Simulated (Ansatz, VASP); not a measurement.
## Cross-check of TiC between VASP and Ansatz

Aim: how closely do two programs agree when they are given the same cell, functional and k mesh? The cell is taken from a series of runs on this material, whose earlier steps may have relaxed, scaled, displaced or heated it; both programs get it as it stands.

Program: Ansatz 0.2.0. Level of theory: plane waves, with VASP 6.6.1 beside it; elastic constants at BLYP. Results are calculated unless marked as measured.

## Step 1: The structure

The structure is cubic, space group Fm-3m (No. 225). The conventional cell has a = 4.380 Å, b = 4.380 Å, c = 4.380 Å, α = 90.00°, β = 90.00°, γ = 90.00°. Ti has 6 C at 2.19 Å nearest. C has 6 Ti at 2.19 Å nearest. Farther neighbours are not listed.

As a file:

```cif
data_structure
_symmetry_space_group_name_H-M 'Fm-3m'
_symmetry_Int_Tables_number 225
_cell_length_a 4.3798
_cell_length_b 4.3798
_cell_length_c 4.3798
_cell_angle_alpha 90.000
_cell_angle_beta 90.000
_cell_angle_gamma 90.000
_cell_volume 84.02
loop_
_atom_site_label
_atom_site_type_symbol
_atom_site_symmetry_multiplicity
_atom_site_Wyckoff_symbol
_atom_site_fract_x
_atom_site_fract_y
_atom_site_fract_z
_atom_site_occupancy
Ti1 Ti 4 a 0.00000 0.00000 0.00000 1
C1 C 4 b 0.50000 0.00000 0.00000 1
```

## Step 2: VASP: elastic constants, BLYP

Elastic constants are differences of stresses under small strains, so they test the stress and the mesh.

Lines of VASP's logs that name or quote its potential files are left out, and so is its time.

The input, INCAR:

```
SYSTEM = TiC
PREC = Accurate
ENCUT = 600
EDIFF = 1E-08
NELM = 120
ISMEAR = 1
SIGMA = 0.25
LREAL = .FALSE.
ALGO = Normal
GGA = B5
ALDAX = 1
AGGAX = 1
AGGAC = 1
ALDAC = 0
NBANDS = 14
LASPH = .TRUE.
LORBIT = 11
LWAVE = .FALSE.
LCHARG = .FALSE.
ISIF = 3
IBRION = 6
NFREE = 2
POTIM = 0.015
NSW = 1
GGA_COMPAT = .FALSE.
KPAR = 2
```

The input, POSCAR:

```
TiC
1.0
    0.0000000000      2.1899176139      2.1899176139
    2.1899176139      0.0000000000      2.1899176139
    2.1899176139      2.1899176139      0.0000000000
Ti C
1 1
Direct
    0.0000000000      0.0000000000      0.0000000000
    0.5000000000      0.5000000000      0.5000000000
```

The input, KPOINTS:

```
Automatic mesh
0
Gamma
24 24 24
0 0 0
```

Potentials, in the order of the species: Ti_sv and C (PBE family, release 64).

Started as:

```bash
> mpirun -np 2 vasp_std
```

Numbers of over 12 decimals in the logs are rounded to 6 here.

Log:

```text
[banner, memory and clock lines left out]
running    2 mpi-ranks, on    1 nodes
 distrk:  each k-point on    1 cores,    2 groups
 distr:  one band on    1 cores,    1 groups

 POSCAR found type information on POSCAR TiC
 POSCAR found :  2 types and       2 ions
|                                                                             |
|               ----> ADVICE to this user running VASP <----                  |
|                                                                             |
|     You enforced a specific xc type in the INCAR file but a different       |
|     [... a line on the potential file left out ...]
|     I HOPE YOU KNOW WHAT YOU ARE DOING!                                     |
|                                                                             |

 LDA part: xc-table for (Slater(with rela. corr.)+VWN5), standard interpolation
 POSCAR, INCAR and KPOINTS ok, starting setup
 FFT: planning ... GRIDC
 FFT: planning ... GRID_SOFT
 FFT: planning ... GRID
 WAVECAR not read
 entering main loop
       N       E                     dE             d eps       ncg     rms          rms(c)
DAV:   1     0.130354746183E+03    0.13035E+03   -0.89342E+03 11576   0.150E+03
DAV:   2    -0.139525151909E+02   -0.14431E+03   -0.13557E+03 12224   0.368E+02
DAV:   3    -0.228736669229E+02   -0.89212E+01   -0.86938E+01 15362   0.885E+01
DAV:   4    -0.232646927559E+02   -0.39103E+00   -0.39072E+00 14504   0.167E+01
DAV:   5    -0.232737680360E+02   -0.90753E-02   -0.90744E-02 15694   0.229E+00    0.180E+01
DAV:   6    -0.180889722636E+02    0.51848E+01   -0.16280E+01 16284   0.624E+01    0.850E+00
DAV:   7    -0.171078009334E+02    0.98117E+00   -0.34332E+00 13836   0.279E+01    0.494E+00
DAV:   8    -0.170739131685E+02    0.33888E-01   -0.16602E-01 12740   0.434E+00    0.363E+00
DAV:   9    -0.170461231670E+02    0.27790E-01   -0.13452E-01 14802   0.555E+00    0.757E-01
DAV:  10    -0.170462427544E+02   -0.11959E-03   -0.16034E-02 14432   0.139E+00    0.596E-01
DAV:  11    -0.170441132046E+02    0.21295E-02   -0.25633E-03 13676   0.808E-01    0.293E-01
DAV:  12    -0.170435822432E+02    0.53096E-03   -0.11704E-03 13706   0.567E-01    0.441E-02
DAV:  13    -0.170435671514E+02    0.15092E-04   -0.89978E-05 13022   0.146E-01    0.175E-02
DAV:  14    -0.170435638082E+02    0.33432E-05   -0.81388E-06 17830   0.324E-02    0.419E-03
DAV:  15    -0.170435637342E+02    0.73953E-07   -0.10111E-06 13094   0.134E-02    0.149E-03
DAV:  16    -0.170435637124E+02    0.21876E-07   -0.90274E-08 17810   0.412E-03    0.123E-03
DAV:  17    -0.170435637174E+02   -0.50636E-08   -0.24386E-08 13814   0.254E-03
   1 F= -.17043564E+02 E0= -.17043736E+02  d E =0.516900E-03
[... from here on, the cycles between the ionic steps are left out ...]
   2 F= -.17038116E+02 E0= -.17038298E+02  d E =0.546494E-03
   9 F= -.17041125E+02 E0= -.17041300E+02  d E =0.524383E-03
  10 F= -.17041126E+02 E0= -.17041300E+02  d E =0.524383E-03
  11 F= -.17041125E+02 E0= -.17041300E+02  d E =0.524394E-03
  12 F= -.17041126E+02 E0= -.17041300E+02  d E =0.524383E-03
  13 F= -.17041125E+02 E0= -.17041300E+02  d E =0.524383E-03
  14 F= -.17042691E+02 E0= -.17042862E+02  d E =0.511766E-03
  15 F= -.17042691E+02 E0= -.17042862E+02  d E =0.511766E-03
  16 F= -.17042691E+02 E0= -.17042862E+02  d E =0.511766E-03
 Finite differences progress:
  Degree of freedom:   8/  8
  Displacement:        1/  2
  Total:              15/ 16
 bond charge predicted
       N       E                     dE             d eps       ncg     rms          rms(c)
DAV:   1    -0.170440015561E+02   -0.13106E-02   -0.14273E+00 29782   0.697E+00    0.214E-01
DAV:   2    -0.170431182157E+02    0.88334E-03   -0.85898E-03 34846   0.734E-01    0.109E-01
DAV:   3    -0.170426682933E+02    0.44992E-03   -0.11901E-03 36138   0.285E-01    0.236E-02
DAV:   4    -0.170426866010E+02   -0.18308E-04   -0.18238E-04 33580   0.102E-01    0.204E-02
DAV:   5    -0.170426890569E+02   -0.24559E-05   -0.23368E-06 39248   0.188E-02    0.125E-02
DAV:   6    -0.170426909266E+02   -0.18697E-05   -0.25657E-06 32050   0.217E-02    0.361E-03
DAV:   7    -0.170426909773E+02   -0.50723E-07   -0.32442E-07 38760   0.615E-03    0.283E-03
DAV:   8    -0.170426909890E+02   -0.11648E-07   -0.48201E-08 33022   0.271E-03    0.283E-04
DAV:   9    -0.170426909914E+02   -0.24540E-08   -0.35325E-09 18524   0.640E-04
  17 F= -.17042691E+02 E0= -.17042862E+02  d E =0.511766E-03
 Finite differences progress:
  Degree of freedom:   8/  8
  Displacement:        2/  2
  Total:              16/ 16
```

OUTCAR, selected parts (step 2):

```text
ion  position               nearest neighbor table
   1  0.000  0.000  0.000-   2 2.19   2 2.19   2 2.19   2 2.19   2 2.19   2 2.19
   2  0.500  0.500  0.500-   1 2.19   1 2.19   1 2.19   1 2.19   1 2.19   1 2.19

  LATTYP: Found a face centered cubic cell.
 ALAT       =     4.3798352278

 Subroutine GETGRP returns: Found 48 space group operations
 (whereof 48 operations were pure point group operations)

The static configuration has the point symmetry O_h .

 Found    413 irreducible k-points:

   k-points           NKPTS =    413   k-points in BZ     NKDIM =    413   number of bands    NBANDS=     14

   dimension x,y,z NGX =    28 NGY =   28 NGZ =   28
   dimension x,y,z NGXF=    56 NGYF=   56 NGZF=   56

   ENCUT  =  600.0 eV  44.10 Ry    6.64 a.u.   6.19  6.19  6.19*2*pi/ulx,y,z

   NELECT =      16.0000    total number of electrons

 k-points in reciprocal lattice and weights: Automatic mesh
   0.00000000  0.00000000  0.00000000       0.000
   0.04166667  0.00000000  0.00000000       0.001
   0.08333333  0.00000000  0.00000000       0.001
   0.12500000  0.00000000  0.00000000       0.001
   0.16666667  0.00000000  0.00000000       0.001
   0.20833333  0.00000000  0.00000000       0.001
   0.25000000  0.00000000  0.00000000       0.001
   0.29166667  0.00000000  0.00000000       0.001
   0.33333333  0.00000000  0.00000000       0.001
[...]
-0.29166667  0.50000000  0.20833333       0.001
  -0.25000000  0.50000000  0.25000000       0.000

 average (electrostatic) potential at core
       1 -71.3052       2 -44.1972

 E-fermi :   9.4663

 k-point     1 :       0.0000    0.0000    0.0000
  band No.  band energies     occupation
      1     -47.0988      2.00000
      2     -23.2932      2.00000
      3     -23.2932      2.00000
      4     -23.2931      2.00000
      5      -2.6242      2.00000
      6      10.1149     -0.00150
      7      10.1149     -0.00150
      8      10.1233     -0.00128
      9      10.8969     -0.00000
     10      11.0130     -0.00000
    ...

 k-point     2 :       0.0417    0.0000    0.0000
  band No.  band energies     occupation
      1     -47.0977      2.00000
      2     -23.3007      2.00000
      3     -23.2939      2.00000
      4     -23.2938      2.00000
      5      -2.5872      2.00000
      6       9.9023     -0.03337
      7      10.0489     -0.00478
      8      10.0622     -0.00384
      9      10.5045     -0.00000
     10      10.5170     -0.00000
    ...

 k-point     3 :       0.0833    0.0000    0.0000
  band No.  band energies     occupation
    ...
      2     -23.3229      2.00000
      3     -23.2961      2.00000
      4     -23.2960      2.00000
      5      -2.4771      2.00000
      6       9.4365      1.20032
      7       9.6619      0.02916
      8       9.6750      0.00324
      9      10.3948     -0.00000
     10      10.3993     -0.00000
     11      11.3692     -0.00000
    ...

  Total        0.0656853      0.0588411      0.0588411      0.0000000     -0.0000000      0.0000000
  in kB        5.0103203      4.4882598      4.4882598      0.0000000     -0.0000000      0.0000000
  external PRESSURE =       4.6622799 kB  Pullay stress =       0.0000000 kB

  energy-cutoff  :      600.00
  volume of cell :       21.00
      direct lattice vectors                 reciprocal lattice vectors
     0.000000000  2.189917614  2.189917614    -0.228319091  0.228319091  0.228319091
     2.189917614  0.000000000  2.189917614     0.228319091 -0.228319091  0.228319091
     2.189917614  2.189917614  0.000000000     0.228319091  0.228319091 -0.228319091

 POSITION                                       TOTAL-FORCE (eV/Angst)
 -----------------------------------------------------------------------------------
      0.00000      0.00000      0.00000        -0.116362      0.000000      0.000000
      2.17492      2.18992      2.18992         0.116362      0.000000      0.000000
 -----------------------------------------------------------------------------------
    total drift:                                0.000051      0.000000      0.000000

  FREE ENERGIE OF THE ION-ELECTRON SYSTEM (eV)
  ---------------------------------------------------
  free  energy   TOTEN  =       -17.0426909914 eV

  energy  without entropy=      -17.0432027575  energy(sigma->0) =      -17.04286158

  SYMMETRIZED ELASTIC MODULI (kBar)
 Direction    XX          YY          ZZ          XY          YZ          ZX
 --------------------------------------------------------------------------------
 XX        4561.1983   1191.5398   1191.5398     -0.0000      0.0000     -0.0000
 YY        1191.5398   4561.1983   1191.5398     -0.0000      0.0000     -0.0000
 ZZ        1191.5398   1191.5398   4561.1983      0.0000      0.0000     -0.0000
 XY          -0.0000     -0.0000      0.0000   1657.6257      0.0000      0.0000
 YZ           0.0000      0.0000      0.0000      0.0000   1657.6257      0.0000
 ZX          -0.0000     -0.0000     -0.0000      0.0000      0.0000   1657.6257
 --------------------------------------------------------------------------------

 Eigenvectors and eigenvalues of the dynamical matrix
 ----------------------------------------------------

   1 f  =   14.048036 THz    88.266415 2PiTHz  468.592053 cm-1    58.097984 meV
             X         Y         Z           dx          dy          dz
      0.000000  0.000000  0.000000    -0.447738    0.000000    0.000000
      2.189918  2.189918  2.189918     0.894165    0.000000    0.000000

   2 f  =   14.048036 THz    88.266415 2PiTHz  468.592053 cm-1    58.097984 meV
             X         Y         Z           dx          dy          dz
      0.000000  0.000000  0.000000     0.000000    0.447738    0.000000
      2.189918  2.189918  2.189918     0.000000   -0.894165    0.000000

   3 f  =   14.048036 THz    88.266415 2PiTHz  468.592053 cm-1    58.097984 meV
             X         Y         Z           dx          dy          dz
      0.000000  0.000000  0.000000     0.000000    0.000000   -0.447738
      2.189918  2.189918  2.189918     0.000000    0.000000    0.894165

   4 f/i=    0.001371 THz     0.008612 2PiTHz    0.045718 cm-1     0.005668 meV
             X         Y         Z           dx          dy          dz
      0.000000  0.000000  0.000000     0.000000   -0.894165    0.000000
      2.189918  2.189918  2.189918     0.000000   -0.447738    0.000000

   5 f/i=    0.001371 THz     0.008612 2PiTHz    0.045718 cm-1     0.005668 meV
             X         Y         Z           dx          dy          dz
      0.000000  0.000000  0.000000     0.000000    0.000000    0.894165
      2.189918  2.189918  2.189918     0.000000    0.000000    0.447738

   6 f/i=    0.001371 THz     0.008612 2PiTHz    0.045718 cm-1     0.005668 meV
             X         Y         Z           dx          dy          dz
      0.000000  0.000000  0.000000    -0.894165    0.000000    0.000000
      2.189918  2.189918  2.189918    -0.447738    0.000000    0.000000

 ELASTIC MODULI CONTR FROM IONIC RELAXATION (kBar)
 Direction    XX          YY          ZZ          XY          YZ          ZX
 --------------------------------------------------------------------------------
 XX           0.0000      0.0000      0.0000      0.0000      0.0000      0.0000
 YY           0.0000      0.0000      0.0000      0.0000      0.0000      0.0000
 ZZ           0.0000      0.0000      0.0000      0.0000      0.0000      0.0000
 XY           0.0000      0.0000      0.0000      0.0000      0.0000      0.0000
 YZ           0.0000      0.0000      0.0000      0.0000      0.0000      0.0000
 ZX           0.0000      0.0000      0.0000      0.0000      0.0000      0.0000
 --------------------------------------------------------------------------------

 TOTAL ELASTIC MODULI (kBar)
 Direction    XX          YY          ZZ          XY          YZ          ZX
 --------------------------------------------------------------------------------
 XX        4561.1983   1191.5398   1191.5398     -0.0000      0.0000     -0.0000
 YY        1191.5398   4561.1983   1191.5398     -0.0000      0.0000     -0.0000
 ZZ        1191.5398   1191.5398   4561.1983      0.0000      0.0000     -0.0000
 XY          -0.0000     -0.0000      0.0000   1657.6257      0.0000      0.0000
 YZ           0.0000      0.0000      0.0000      0.0000   1657.6257      0.0000
 ZX          -0.0000     -0.0000     -0.0000      0.0000      0.0000   1657.6257
 --------------------------------------------------------------------------------

 total charge
# of ion       s       p       d       tot
------------------------------------------
    1        2.190   6.227   1.943  10.360
    2        0.896   1.517   0.000   2.414
--------------------------------------------------
tot          3.086   7.744   1.943  12.773

[... 3 further parts left out ...]
```

CONTCAR:

```
TiC
   1.00000000000000
     0.0000000000000000    2.1899176139000001    2.1899176139000001
     2.1899176139000001    0.0000000000000000    2.1899176139000001
     2.1899176139000001    2.1899176139000001    0.0000000000000000
  Ti              C
     1     1
Direct
     0.0000000000000000    0.0000000000000000    0.0000000000000000
     0.5034247863720513    0.4965752136279486    0.4965752136279487
```

Levels, forces or a CONTCAR printed for this step are those of its last displaced cell, not of the structure at rest.

(Continued in part 2 of 2.)

[Lines on the potential files, build, host, timing and source positions are cut from VASP's logs without a mark.]

[Logs are printed without paths, hosts, clocks, repeated set-up lines and the standing remarks that a program may print on its own settings, such as how far it seeks lower states.]

[Hosts, paths, dates, database ids (printed as entryN), source tags and the programs' standing remarks are cut or masked in the printed files.]
